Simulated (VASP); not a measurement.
All values below come from TPSS meta-GGA, VASP's PBE PAW potentials (set 64) (plane waves; VASP).

A VASP calculation is set up with these files.

### POSCAR
```
Ni3Al
1.0
  3.5202801057   0.0000000000   0.0000000000
  0.0000000000   3.5202801057   0.0000000000
  0.0000000000   0.0000000000   3.5202801057
Al Ni
1 3
Direct
  0.0000000000   0.0000000000   0.0000000000
  0.0000000000   0.5000000000   0.5000000000
  0.5000000000   0.0000000000   0.5000000000
  0.5000000000   0.5000000000   0.0000000000
```

INCAR:
```
ALGO  =  Normal
EDIFF  =  1E-6
EDIFFG  =  -0.02
ENCUT  =  520
IBRION  =  2
ISIF  =  3
ISMEAR  =  1
ISPIN  =  2
LASPH  =  T
LCHARG  =  F
LMAXMIX  =  4
LMIXTAU  =  T
LORBIT  =  10
LREAL  =  F
LWAVE  =  F
MAGMOM  =  0.0 3*0.5
METAGGA  =  TPSS
NELM  =  100
NSW  =  60
PREC  =  Accurate
SIGMA  =  0.1
SYSTEM  =  Ni3Al
```

**KPOINTS**
```
Regular mesh
0
gamma
8 8 8
0 0 0
```

POTCAR, in this order: Al Ni (PBE.64 set). Program: vasp_std.

What VASP printed:

### OSZICAR
```
       N       E                     dE             d eps       ncg     rms          rms(c)
DAV:   1     0.261085835191E+03    0.26109E+03   -0.19760E+04  3051   0.300E+03
DAV:   2     0.730105973141E+01   -0.25378E+03   -0.24305E+03  3283   0.558E+02
DAV:   3    -0.183951476876E+02   -0.25696E+02   -0.24360E+02  3423   0.225E+02
DAV:   4    -0.194900611468E+02   -0.10949E+01   -0.10913E+01  4296   0.578E+01
DAV:   5    -0.195528612987E+02   -0.62800E-01   -0.62785E-01  5046   0.117E+01    0.121E+01
DAV:   6    -0.522817476836E+02   -0.32729E+02   -0.64221E+01  2940   0.658E+01    0.141E+01
DAV:   7    -0.532846550775E+02   -0.10029E+01   -0.41011E+00  3738   0.282E+01    0.185E+01
DAV:   8    -0.495428162152E+02    0.37418E+01   -0.14589E+01  3483   0.615E+01    0.511E+00
DAV:   9    -0.495967779992E+02   -0.53962E-01   -0.10854E+00  3934   0.122E+01    0.352E+00
DAV:  10    -0.496407735506E+02   -0.43996E-01   -0.60035E-02  3941   0.322E+00    0.278E+00
DAV:  11    -0.495800952302E+02    0.60678E-01   -0.10281E-01  3508   0.513E+00    0.121E+00
DAV:  12    -0.495691875707E+02    0.10908E-01   -0.55117E-02  3605   0.344E+00    0.633E-01
DAV:  13    -0.495715675966E+02   -0.23800E-02   -0.39548E-03  3463   0.919E-01    0.349E-01
DAV:  14    -0.495723711575E+02   -0.80356E-03   -0.28567E-03  3553   0.802E-01    0.152E-01
DAV:  15    -0.495722958235E+02    0.75334E-04   -0.40271E-04  3533   0.320E-01    0.443E-02
DAV:  16    -0.495722898585E+02    0.59650E-05   -0.22359E-05  3652   0.559E-02    0.249E-02
DAV:  17    -0.495722926701E+02   -0.28116E-05   -0.13457E-05  3502   0.624E-02    0.129E-02
DAV:  18    -0.495722926652E+02    0.48876E-08   -0.98691E-07  1680   0.196E-02
   1 F= -.49572293E+02 E0= -.49572180E+02  d E =-.495723E+02  mag=     0.7967
       N       E                     dE             d eps       ncg     rms          rms(c)
DAV:   1    -0.498133282795E+02   -0.24104E+00   -0.24867E+00  2965   0.259E+01    0.460E+00
DAV:   2    -0.498728944659E+02   -0.59566E-01   -0.35126E+00  3332   0.312E+01    0.448E+00
DAV:   3    -0.495770567283E+02    0.29584E+00   -0.11990E+00  3302   0.189E+01    0.749E-01
DAV:   4    -0.495725423227E+02    0.45144E-02   -0.21062E-02  3259   0.168E+00    0.277E-01
DAV:   5    -0.495724452439E+02    0.97079E-04   -0.10380E-03  3881   0.392E-01    0.111E-01
DAV:   6    -0.495724323508E+02    0.12893E-04   -0.80794E-05  3730   0.120E-01    0.477E-02
DAV:   7    -0.495724341453E+02   -0.17945E-05   -0.25184E-05  3775   0.661E-02    0.183E-02
DAV:   8    -0.495724334193E+02    0.72601E-06   -0.83616E-06  2988   0.463E-02
   2 F= -.49572433E+02 E0= -.49572359E+02  d E =-.140754E-03  mag=     0.8005
       N       E                     dE             d eps       ncg     rms          rms(c)
DAV:   1    -0.496332781808E+02   -0.60844E-01   -0.61218E-01  2965   0.127E+01    0.223E+00
DAV:   2    -0.496445066911E+02   -0.11229E-01   -0.83854E-01  3325   0.155E+01    0.226E+00
DAV:   3    -0.495760803491E+02    0.68426E-01   -0.27746E-01  3295   0.911E+00    0.345E-01
DAV:   4    -0.495750590070E+02    0.10213E-02   -0.42572E-03  3038   0.662E-01    0.181E-01
DAV:   5    -0.495748110804E+02    0.24793E-03   -0.27249E-04  3995   0.216E-01    0.479E-02
DAV:   6    -0.495748052127E+02    0.58677E-05   -0.40745E-05  3485   0.802E-02    0.250E-02
DAV:   7    -0.495748089266E+02   -0.37139E-05   -0.63314E-06  3050   0.277E-02    0.115E-02
DAV:   8    -0.495748110882E+02   -0.21616E-05   -0.12863E-06  1603   0.170E-02    0.460E-03
DAV:   9    -0.495748110629E+02    0.25283E-07   -0.14944E-07  1535   0.529E-03
   3 F= -.49574811E+02 E0= -.49574715E+02  d E =-.251840E-02  mag=     0.7986
```

### OUTCAR
```
------------------------ aborting loop because EDIFF is reached ----------------------------------------
  FORCE on cell =-STRESS in cart. coord.  units (eV):
  Direction    XX          YY          ZZ          XY          YZ          ZX
  --------------------------------------------------------------------------------------
  Total        0.0184537      0.0184537      0.0184537     -0.0000000     -0.0000000     -0.0000000
  in kB        0.6712897      0.6712897      0.6712897     -0.0000000     -0.0000000     -0.0000000
  external PRESSURE =       0.6712897 kB  Pullay stress =       0.0000000 kB
  volume of cell :       44.04
      direct lattice vectors                 reciprocal lattice vectors
     3.531514315 -0.000000000  0.000000000     0.283164646  0.000000000  0.000000000
    -0.000000000  3.531514315 -0.000000000     0.000000000  0.283164646  0.000000000
    -0.000000000 -0.000000000  3.531514315    -0.000000000  0.000000000  0.283164646
 POSITION                                       TOTAL-FORCE (eV/Angst)
 -----------------------------------------------------------------------------------
      0.00000      0.00000      0.00000         0.000000      0.000000      0.000000
     -0.00000      1.76576      1.76576        -0.000000     -0.000000      0.000000
      1.76576     -0.00000      1.76576         0.000000     -0.000000      0.000000
      1.76576      1.76576      0.00000         0.000000      0.000000      0.000000
 -----------------------------------------------------------------------------------
    total drift:                                0.000000      0.000000      0.000000
  FREE ENERGIE OF THE ION-ELECTRON SYSTEM (eV)
  ---------------------------------------------------
  free  energy   TOTEN  =       -49.5748110629 eV

  energy  without entropy=      -49.5745230289  energy(sigma->0) =      -49.57471505

 total charge

# of ion       s       p       d       tot
------------------------------------------
    1        0.429   0.405   0.000   0.834
    2        0.497   0.543   8.391   9.430
    3        0.497   0.543   8.391   9.430
    4        0.497   0.543   8.391   9.430
--------------------------------------------------
tot          1.919   2.033  25.173  29.125

 magnetization (x)

# of ion       s       p       d       tot
------------------------------------------
    1       -0.001  -0.009   0.000  -0.010
    2       -0.004  -0.013   0.303   0.285
    3       -0.004  -0.013   0.303   0.285
    4       -0.004  -0.013   0.303   0.285
--------------------------------------------------
tot         -0.014  -0.048   0.909   0.846

 reached required accuracy - stopping structural energy minimisation
```
(Selected blocks of OUTCAR.)

CONTCAR:
```
Ni3Al
   1.00000000000000
     3.5315143148850616   -0.0000000000000000    0.0000000000000000
    -0.0000000000000000    3.5315143148850616   -0.0000000000000000
    -0.0000000000000000   -0.0000000000000000    3.5315143148850616
  Al              Ni
     1     3
Direct
     0.0000000000000000    0.0000000000000000    0.0000000000000000
     0.0000000000000000    0.5000000000000000    0.5000000000000000
     0.5000000000000000    0.0000000000000000    0.5000000000000000
     0.5000000000000000    0.5000000000000000    0.0000000000000000
```

The compound is Ni3Al in the L1_2 structure. This run relaxes it. Symmetry was kept, so distortions that lower it aren't found. The start is the result of an earlier pass.
